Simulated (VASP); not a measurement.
Given:

```
CELL_PARAMETERS angstrom
      4.15522     0.00000     0.00000
      0.00000     4.15522     0.00000
      0.00000     0.00000     2.66319
ATOMIC_POSITIONS crystal
  Si 0.00000 0.00000 0.00000
  Si 0.50000 0.50000 0.50000
  O  0.30532 0.30532 0.00000
  O  0.80532 0.19468 0.50000
  O  0.19468 0.80532 0.50000
  O  0.69468 0.69468 0.00000
```

Method: r2SCAN meta-GGA, VASP's PBE PAW potentials (set 64) (plane waves; VASP 6.6.1). Run with 620 eV cut-off, 6×6×8 Γ-centred mesh, Gaussian smearing of 0.050 eV, potentials Si O.

Q: The ions, cell shape and volume at an external pressure of 10.0 GPa are relaxed. What does this cell relax into?

A: 
```
CELL_PARAMETERS angstrom
      4.13141     0.00000     0.00000
      0.00000     4.13141     0.00000
      0.00000     0.00000     2.65549
ATOMIC_POSITIONS crystal
  Si 0.00000 0.00000 0.00000
  Si 0.50000 0.50000 0.50000
  O  0.30479 0.30479 0.00000
  O  0.80479 0.19521 0.50000
  O  0.19521 0.80479 0.50000
  O  0.69521 0.69521 0.00000
```
Space group P4_2/mnm (136), at a tolerance of 0.03 Å.

Q: How do energy and volume change from the first to the last step?

A: The energy (σ→0) changes by +5.1 meV/atom and the volume by -1.4 %, in 8 ionic steps.

The compound is SiO2 in the rutile structure, stishovite, a high-pressure form. This run relaxes it under an external pressure of 10 GPa. Symmetry was kept, so distortions that lower it aren't found.
